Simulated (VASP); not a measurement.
VASP runs on V2S3 (space group R-3m) share one base input (PBE GGA, plane waves, VASP's PBE PAW potentials (set 64)) and change the settings named in each case.

### KPOINTS
```
K-points
0
gamma
  4 4 4
0 0 0
```

POSCAR:
```
V2S3
7.9392430
  0.2154200344   0.1243728149   1.0000000000
 -0.2154200344   0.1243728149   1.0000000000
  0.0000000000  -0.2487456298   1.0000000000
V S
2 3
Cartesian
 -0.0000000000   0.0000000000   1.1970000000
  0.0000000000  -0.0000000000   1.8030000000
  0.0000000000   0.0000000000   0.0000000000
 -0.0000000000   0.0000000000   0.6240000000
 -0.0000000000  -0.0000000000   2.3760000000
```

INCAR:
```
! general
SYSTEM =V2S3
PREC   =Accurate
ENCUT  =300
LREAL  =.FALSE.
LASPH  =.TRUE.

! electronic loop
EDIFF  =1E-6
NELM   =100
ALGO   =Normal
LMAXMIX=4

! smearing
ISMEAR =-1
SIGMA  =0.05

! functional
GGA    =PE

! spin
ISPIN  =2
MAGMOM =2*2.0 3*0.0

! ions
ISIF   =2

! output
LWAVE  =.FALSE.
LCHARG =.FALSE.
LORBIT =11
```

POTCAR, in this order: V_sv S (PBE.64 set). Program: vasp_std.

| change | E(σ→0) (eV/atom) | pressure (GPa) | largest force (eV/Å) | moment (μB) | −TS (eV) |
|---|---|---|---|---|---|
| base run | -6.7041 | -2.92 | 2.327 | 3.56 | -0.0471 |
| GGA removed, POTCAR V_sv S (LDA.64 set) | -7.4435 | -13.49 | 2.310 | 2.82 | -0.0419 |
| KPOINTS 1×1×1 Γ-centred mesh | -3.8733 | 32.47 | 6.805 | 5.86 | -0.0283 |
| LDAU = .TRUE., LDAUJ = 0 0, LDAUL = 2 -1, LDAUTYPE = 2, LDAUU = 6.0 0 | -5.0102 | 14.09 | 0.456 | 4.22 | -0.0366 |
 Energies of different potentials or functionals have different zeros.  The moments were started parallel, and other spin orders were not tried in this run. At 300 eV the pressure can carry a Pulay error.

Left out are runs that ran out of time, are held back, or changed the cell or the kind of run, fixed moments of cells without a moment, rows past the twelfth, gaps on odd meshes, pressures of charged cells and columns that move by less than the noise.

The structure was generated: V2S3 was put into an ordered model structure, which need not be its known phase. The cell was not relaxed at this level, forces remain on its atoms.
